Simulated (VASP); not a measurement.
Runs of VASP 6.6.1 on H2. The cell holds a molecule in a box, 2 atoms: a = 10.000 Å, b = 10.500 Å, c = 11.000 Å, α = 90.00°, β = 90.00°, γ = 90.00°. 

| task | level | potentials or basis | cell | cutoff (eV) | gap on the mesh (eV) |
| --- | --- | --- | --- | --- | --- |
| relaxation of the atoms | PBEsol | VASP PAW PBE potentials, release 64 (H) | atoms relaxed | 300 | 9.95 |
| relaxation of the atoms | PBEsol | VASP PAW PBE potentials, release 64 (H_s) | atoms relaxed | 400 | 9.96 |
| single point | PBEsol | VASP PAW PBE potentials, release 64 (H) | as given | 520 | 10.07 |
| relaxation of the atoms | LDA | VASP PAW LDA potentials, release 64 (H) | atoms relaxed | 520 | (b) |
| relaxation of the atoms | PBEsol | VASP PAW PBE potentials, release 64 (H) | atoms relaxed | 500 | 9.98 |
| relaxation of the atoms | PBEsol | VASP PAW PBE potentials, release 64 (H) | atoms relaxed | 520 | 9.98 |
| relaxation of the atoms | RPBE | VASP PAW PBE potentials, release 64 (H) | atoms relaxed | 520 | (a) |

Alike in all rows: no spin polarisation; k mesh 1 × 1 × 1; smearing gaussian 0.02 eV.

Task: Fill in the values left out.

Result: (a) 10.21; (b) 10.01.

Runs at the PBE level aren't shown here.
